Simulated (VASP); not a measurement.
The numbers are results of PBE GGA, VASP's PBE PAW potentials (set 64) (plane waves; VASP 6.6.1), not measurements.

Input for VASP

### INCAR
```
# general
SYSTEM  = Y
PREC    = Accurate
ENCUT   = 400
LREAL   = .FALSE.
LASPH   = .TRUE.

# electronic loop
EDIFF   = 1E-6
NELM    = 100
ALGO    = Conjugate
LMAXMIX = 4

# smearing
ISMEAR  = 1
SIGMA   = 0.1

# functional
GGA     = PE

# ions
ISIF    = 2

# output
LWAVE   = .FALSE.
LCHARG  = .FALSE.
```

**POSCAR**
```
Y
5.730
  0.3184991274  -0.5516567190   0.0000000000
  0.3184991274   0.5516567190   0.0000000000
  0.0000000000   0.0000000000   1.0000000000
Y
2
Cartesian
  0.3184991274   0.1838859408   0.2500000000
  0.3184991274  -0.1838859408   0.7500000000
```

**KPOINTS**
```
Automatic mesh
0
Gamma
10 10 6
0 0 0
```

POTCAR, in this order: Y_sv (PBE.64 set). Program: vasp_std.

The resulting files:

**OUTCAR**
```
 ion  position               nearest neighbor table
   1  0.333  0.667  0.250-   2 3.56   2 3.56   2 3.56   2 3.56   2 3.56   2 3.56
   2  0.667  0.333  0.750-   1 3.56   1 3.56   1 3.56   1 3.56   1 3.56   1 3.56
  LATTYP: Found a hexagonal cell.
 ALAT       =     3.6500002392
 C/A-ratio  =     1.5698629108
 Subroutine PRICEL returns:
 Original cell was already a primitive cell.
 Subroutine GETGRP returns: Found 24 space group operations
The static configuration has the point symmetry D_3d.
 The point group associated with its full space group is D_6h.
The dynamic configuration has the point symmetry D_3d.
 Subroutine INISYM returns: Found 24 space group operations
 Subroutine IBZKPT returns following result:
 Found     56 irreducible k-points:

 Following reciprocal coordinates:
            Coordinates               Weight
  0.000000  0.000000  0.000000      1.000000
  0.100000 -0.000000  0.000000      6.000000
  0.200000 -0.000000  0.000000      6.000000
  0.300000 -0.000000  0.000000      6.000000
  0.400000 -0.000000  0.000000      6.000000
  0.500000  0.000000  0.000000      3.000000
  0.100000  0.100000  0.000000      6.000000
...
```

### OSZICAR
```
       N       E                     dE             d eps       ncg     rms           ort
DAV:   1     0.754079614628E+02    0.75408E+02   -0.10255E+04   840   0.118E+03
DAV:   2    -0.622784149178E+01   -0.81636E+02   -0.80883E+02   840   0.251E+02
DAV:   3    -0.131450213038E+02   -0.69172E+01   -0.68429E+01   840   0.435E+01
DAV:   4    -0.132660751061E+02   -0.12105E+00   -0.12100E+00   840   0.667E+00
DAV:   5    -0.132694046957E+02   -0.33296E-02   -0.33295E-02   840   0.833E-01
SDA:   6    -0.125624582711E+02    0.70695E+00   -0.33295E-02   840   0.114E+01   0.000E+00
CGA:   7    -0.128068039870E+02   -0.24435E+00   -0.24426E+00   840   0.170E+00   0.295E-02
CGA:   8    -0.128525695061E+02   -0.45766E-01   -0.45759E-01   840   0.461E-01   0.512E-05
CGA:   9    -0.128630890001E+02   -0.10519E-01   -0.10520E-01   840   0.116E-01  -0.240E-04
CGA:  10    -0.128667490833E+02   -0.36601E-02   -0.36589E-02   840   0.336E-02   0.113E-04
CGA:  11    -0.128678745495E+02   -0.11255E-02   -0.11255E-02   840   0.983E-03   0.837E-07
CGA:  12    -0.128681679931E+02   -0.29344E-03   -0.29372E-03   840   0.231E-03  -0.407E-05
CGA:  13    -0.128682505223E+02   -0.82529E-04   -0.82642E-04   840   0.699E-04  -0.936E-06
CGA:  14    -0.128682790695E+02   -0.28547E-04   -0.28764E-04   840   0.316E-04  -0.133E-05
CGA:  15    -0.128682933629E+02   -0.14293E-04   -0.14418E-04   840   0.137E-04  -0.627E-06
CGA:  16    -0.128682996414E+02   -0.62785E-05   -0.63846E-05   840   0.567E-05  -0.562E-06
CGA:  17    -0.128683022764E+02   -0.26350E-05   -0.27266E-05   840   0.262E-05  -0.467E-06
CGA:  18    -0.128683035190E+02   -0.12426E-05   -0.12701E-05   840   0.121E-05  -0.134E-06
CGA:  19    -0.128683041609E+02   -0.64187E-06   -0.68652E-06   840   0.681E-06  -0.178E-06
   1 F= -.12868304E+02 E0= -.12869496E+02  d E =0.357600E-02
```

File OUTCAR:
```
------------------------ aborting loop because EDIFF is reached ----------------------------------------
  FORCE on cell =-STRESS in cart. coord.  units (eV):
  Direction    XX          YY          ZZ          XY          YZ          ZX
  --------------------------------------------------------------------------------------
  Total       -0.0340163     -0.0340163     -0.4768414      0.0000000      0.0000000     -0.0000000
  in kB       -0.8243786     -0.8243787    -11.5561592      0.0000000      0.0000000     -0.0000000
  external PRESSURE =      -4.4016389 kB  Pullay stress =       0.0000000 kB
  volume of cell :       66.11
      direct lattice vectors                 reciprocal lattice vectors
     1.825000000 -3.160993000  0.000000000     0.273972603 -0.158178142  0.000000000
     1.825000000  3.160993000  0.000000000     0.273972603  0.158178142  0.000000000
     0.000000000  0.000000000  5.730000000     0.000000000  0.000000000  0.174520070
 POSITION                                       TOTAL-FORCE (eV/Angst)
 -----------------------------------------------------------------------------------
      1.82500      1.05367      1.43250         0.000000      0.000000      0.000000
      1.82500     -1.05367      4.29750        -0.000000      0.000000      0.000000
 -----------------------------------------------------------------------------------
    total drift:                                0.000000      0.000521     -0.000011
  FREE ENERGIE OF THE ION-ELECTRON SYSTEM (eV)
  ---------------------------------------------------
  free  energy   TOTEN  =       -12.8683041609 eV

  energy  without entropy=      -12.8718801593  energy(sigma->0) =      -12.86949616
```
(Selected blocks of OUTCAR.)

The compound is Y in the hcp structure. The cell was not relaxed at this level. The run is one of a series of settings (ALGO = Conjugate against the base run), some of them coarse on purpose.
